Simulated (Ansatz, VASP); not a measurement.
# Ge (Germanium) in two plane-wave programs

Wanted: the spread between two codes on one cell, functional and k mesh. The structure shown is the end of the Ansatz relaxation below.

Main program and level: Ansatz 0.2.0; plane waves, with VASP 6.6.1 beside it; single point at PBEsol.

### 1. The structure

It takes space group Imma (No. 74, orthorhombic). Conventional cell: a = 4.013 Å, b = 4.093 Å, c = 5.632 Å, α = 90.00°, β = 90.00°, γ = 90.00°. Nearest to Ge lie 4 Ge at 2.46 to 2.48 Å.

Structure file:

```cif
data_structure
_symmetry_space_group_name_H-M 'Imma'
_symmetry_Int_Tables_number 74
_cell_length_a 4.0125
_cell_length_b 4.0935
_cell_length_c 5.6321
_cell_angle_alpha 90.000
_cell_angle_beta 90.000
_cell_angle_gamma 90.000
_cell_volume 92.51
loop_
_atom_site_label
_atom_site_type_symbol
_atom_site_symmetry_multiplicity
_atom_site_Wyckoff_symbol
_atom_site_fract_x
_atom_site_fract_y
_atom_site_fract_z
_atom_site_occupancy
Ge1 Ge 4 e 0.00000 0.25000 0.37620 1
```

### 2. Ansatz: relaxation, PBEsol

Ansatz runs on its PAW soft_1 files.

This run makes the geometry at which the two programs are then compared.

File input.yaml:

```yaml
crystal:
  lattice:
    - [0.0284258506, 2.8661017915, 2.8267866859]
    - [2.8661017915, 0.0284258506, 2.8267866859]
    - [2.8945276421, 2.8945276421, 0.0]
  atoms:
    - { symbol: Ge, position: [0.5006157963, 0.5006157963, 0.4993215895] }
    - { symbol: Ge, position: [0.7493842037, 0.7493842037, 0.7506784105] }
  conventional_axes: [[0, 0, 1], [1, -1, 0], [1, 1, -1]]
kpoints:
  mp_grid: { grid: [12, 12, 12], shift: [0.5, 0.5, 0.5] }
hamiltonian:
  xc: pbesol
  pseudopotentials: { kind: paw, azcp: { folder: soft_1 }, xc_functional: pbe }
scf:
  occupations: { method: gaussian, width: 0.015 }
output:
  forces: true
  stress: true
  eigenvalues: true
relax:
  adjacent_minimum: "off"
  f_tol: 0.001
  max_steps: 60
  cell: { stress_tol: 0.01, fix: [a, angles] }
```

On the command line:

```bash
$ ansatz run input.yaml --threads 4 --pin off --max-ram 10240MiB --backend cpu --events-out ev --progress --plain --runs-dir out
```

Numbers of over 12 decimals in the logs are rounded to 6 here.

Output:

```text
Engine: ansatz 0.2.0, aarch64-unknown-linux-gnu
Pseudopotentials: kind: paw
Pseudopotential: Ge, paw, valence charge 14, recommended cutoff 420 eV (normal), soft_1/Ge.paw.azcp
Functional definition: PBEsol
  exchange = pbesol_x
  correlation = pbesol_c
Crystal: 2 atoms, lattice volume = 46.437 Å³
Basis set: ecut = 420 eV, 917 PW (Γ), exchange–correlation on 54×54×60 points (8 copies of the dense FFT grid, shifted against one another)
Bands: 18, of which v1, the nominal top of the filled ones, is band 14 counted from 1 (13 counted from 0)
Symmetry: 4 space group operations
Space group: C2/m (ITA 12), of the structure as read, at distance tolerance 3.6e-5 Å
k-points: 468 of 1728
Non-local potential: Ge, projectors of the file, l = 0: 2, l = 1: 2, l = 2: 3, l = 3: 1
PAW form: soft (Blöchl's): semilocal exchange-correlation on the pseudo side does not see the compensation charge
PAW frozen core: Ge, regenerated for the run's functional, and the local potential with it (the file was generated under x = pbe(κ = 0.804, μ = 0.219515), c = pbe(β = 0.066725))
PAW one-centre angular grid: Ge, 590 points (default); XC on 64 Gauss nodes
Initial density: superposition of atomic densities (chi_scale 0.1, normalization cell)
Initial wavefunctions: pseudopotential atomic-orbital guess
Functional: x = pbesol(κ = 0.804, μ = 0.123457), c = pbesol(β = 0.046)
SCF iter   1: F=—  HF=-8507.067701 eV  |F-HF|=—  |Δ(HF+E_count)|=         —  Δρ=3.41e-2  dr2=4.30e-1  ethr=3.10e-3  ⟨swp⟩=6.0  Hψ=38680  notcnv=0
preconditioner: auto → none  [insulator: Δε(μ)=0.235 eV  Ē_g=23.174 eV  σ=0.015 eV  W_gap=1.00  n_scr=14 (ndim 8)  ℏωp=28.8 eV  f_vac=0.000  D(μ)=0.00/eV (n_scr^D=0)  ε∞_Penn≈2.5]
SCF iter   2: F=—  HF=-8507.006897 eV  |F-HF|=—  |Δ(HF+E_count)|=   6.08e-2  Δρ=1.64e-2  dr2=8.24e-2  ethr=1.54e-3  ⟨swp⟩=2.0  Hψ=13822  notcnv=0
SCF iter   3: F=—  HF=-8507.000160 eV  |F-HF|=—  |Δ(HF+E_count)|=   6.74e-3  Δρ=1.44e-3  dr2=2.61e-4  ethr=2.94e-4  ⟨swp⟩=2.5  Hψ=11387  notcnv=0
SCF iter   4: F=—  HF=-8507.000368 eV  |F-HF|=—  |Δ(HF+E_count)|=   2.08e-4  Δρ=1.46e-4  dr2=9.93e-6  ethr=9.32e-7  ⟨swp⟩=2.0  Hψ=14785  notcnv=0
SCF iter   5: F=—  HF=-8507.000368 eV  |F-HF|=—  |Δ(HF+E_count)|=   1.96e-7  Δρ=1.19e-4  dr2=5.06e-6  ethr=3.55e-8  ⟨swp⟩=2.0  Hψ=14976  notcnv=0
SCF iter   6: F=-8507.000361 eV  HF=-8507.000361 eV  |F-HF|=1.56e-8  |Δ(HF+E_count)|=   7.43e-6  Δρ=9.68e-6  dr2=3.58e-8  ethr=3.57e-10  ⟨swp⟩=3.4  Hψ=40667  notcnv=0
SCF 1 converged in 6 iterations: F = -8507.000361 eV  dr2 = 3.58e-8
  greatest PAW one-centre occupation: 0.998 electrons in one spin orbital (limit 2), on the Ge atom at site 1 (counted from 0), in its partial waves of l = 2
relax step   1: F+E_penalty+E_count = -8507.00036052 eV  Δ(F+E_penalty+E_count) = +0.000e0 eV  max|allowed force component| = 7.572e-2 eV/Å  Δτ_max = 0.0000 Å  P = -1.016 GPa  Ω = 46.437 Å³  fix = [a, alpha, beta, gamma]  reactions: a -2.674 GPa; beta +0.013 GPa/rad  (6 SCF iters, dr2 threshold 1.00e-7 eV, accepted)
[...]
relax step   2: F+E_penalty+E_count = -8507.00087789 eV  Δ(F+E_penalty+E_count) = -5.174e-4 eV  max|allowed force component| = 5.292e-3 eV/Å  Δτ_max = 0.0042 Å  P = -0.776 GPa  Ω = 46.251 Å³  energy of the carried Pulay correction = +3.054e-5 eV  fix = [a, alpha, beta, gamma]  reactions: a -2.340 GPa; beta +0.015 GPa/rad  (3 SCF iters, dr2 threshold 2.00e-7 eV, accepted)
[...]
relax step   3: F+E_penalty+E_count = -8507.00088535 eV  Δ(F+E_penalty+E_count) = -7.463e-6 eV  max|allowed force component| = 6.915e-4 eV/Å  Δτ_max = 0.0005 Å  P = -0.780 GPa  Ω = 46.254 Å³  energy of the carried Pulay correction = +3.005e-5 eV  fix = [a, alpha, beta, gamma]  reactions: a -2.341 GPa; beta +0.015 GPa/rad  (4 SCF iters, dr2 threshold 4.78e-9 eV, accepted)
[...]
relax step   4: F+E_penalty+E_count = -8507.00085647 eV  Δ(F+E_penalty+E_count) = +2.888e-5 eV  max|allowed force component| = 6.922e-4 eV/Å  Δτ_max = 0.0000 Å  P = -0.780 GPa  Ω = 46.254 Å³  fix = [a, alpha, beta, gamma]  reactions: a -2.341 GPa; beta +0.015 GPa/rad  stress off target by 5.71e-3 GPa on what of the cell is left free  SCF on the basis re-selected at this cell (its energy is not comparable with the rows above)  (5 SCF iters)
basis re-selected at this cell: Δ(F+E_penalty+E_count) = +2.888e-5 eV, ΔP = -0.000 GPa vs the last step (what re-selecting the basis moved, of the pressure what is left beyond the Pulay correction that the steps carried, after the strain that the cell walked since its last selection, with what the two solves' SCF thresholds leave and, on support functions, any second-order correction that the steps lacked; it is no m [...]
SCF converged after 5 iterations
Free energy (F): -8507.000856 eV
Harris-Foulkes:  -8507.000856 eV  (|F-HF|=0.00e0)
Internal energy: -8507.000856 eV  (E = F + TS)
E sigma→0 (E₀):  -8507.000856 eV
Fermi energy:    8.207766 eV
--- Per-component energies (eV) ---
  E_band       = -310.492063
  E_kinetic    = 185.265742
  E_local      = -4534.387322  (includes V_loc(G=0)·N_el)
  E_nonlocal   = 438.550182
  E_hartree    = 2156.553337
  E_xc         = -141.979023
  E_vxc        = -130.042581  (∫ρ·V_xc dr)
  E_paw        = -3944.589907  (= ΣΔE_a)
  E_vpaw       = -582.984779  (= ΣTr[D̂ρ^β])
  E_aug_tail   = 0.000032  (compensation charges beyond the density's cutoff)
  E_ewald      = -2668.249773
  E_core_change = 1.835876  (= ΣΔE_core)
  E_smearing   = -0.000000  (= −TS)
  E_closure    = -0.000000  (closes the sum)
  Σ components = -8507.000856   (vs F -8507.000856, Δ=0.00e0)
--- Forces (eV/Å), atoms counted from 1 ---
  atom   1  Ge    -0.00000850    -0.00000850     0.00069220
  atom   2  Ge     0.00000850     0.00000850    -0.00069220
  max |Σ_I F_I| component: 1.08e-19 eV/Å
--- Stress (GPa, compression-positive) ---
       -1.172716      -1.167812      -0.010574
       -1.167812      -1.172716      -0.010574
       -0.010574      -0.010574       0.005714
  P = ⅓ Tr σ = -0.7799 GPa (-7.799 kbar)
--- Band table (eV; the first three rows and the last of 468) ---
  k-point 0: bands = [... 10 lower, -4.4799, 7.2462, 8.1044, 8.1200, 8.6149, 10.6505, 10.6715, 10.8325]
  k-point 1: bands = [... 10 lower, -4.3727, 6.0817, 7.6564, 8.0381, 9.2636, 10.9399, 10.9465, 11.2403]
  k-point 2: bands = [... 10 lower, -4.1060, 4.5848, 7.2135, 7.7178, 9.2459, 11.3370, 11.5283, 12.3624]
  k-point 467: bands = [... 10 lower, -2.4340, 0.6197, 5.9839, 6.7197, 9.0406, 11.7275, 12.1365, 15.4734]
--- Relaxed structure (3 steps of the walk, 3 accepted, 1 SCFs on fresh bases) ---
  F+E_penalty+E_count = -8507.00085647 eV   max|allowed force component| = 6.922e-4 eV/Å   (the final SCF, on the basis selected at the relaxed cell)
  cell:  # Å, volume = 46.2540 Å³
    - [0.028625, 2.865903, 2.816048]
    - [2.865903, 0.028625, 2.816048]
    - [2.8945276421, 2.8945276421, -8.637417193407965e-19]
  atoms:
    - { symbol: Ge, position: [0.501268, 0.501268, 0.498663] }
    - { symbol: Ge, position: [0.748732, 0.748732, 0.751337] }
```

[end of part 1 of 5]

[Lines on the potential files, build, host, timing and source positions are cut from VASP's logs without a mark.]

[Logs are printed without paths, hosts, clocks, repeated set-up lines and the standing remarks that a program may print on its own settings, such as how far it seeks lower states.]

[Hosts, paths, dates, database ids (printed as entryN), source tags and the programs' standing remarks are cut or masked in the printed files.]
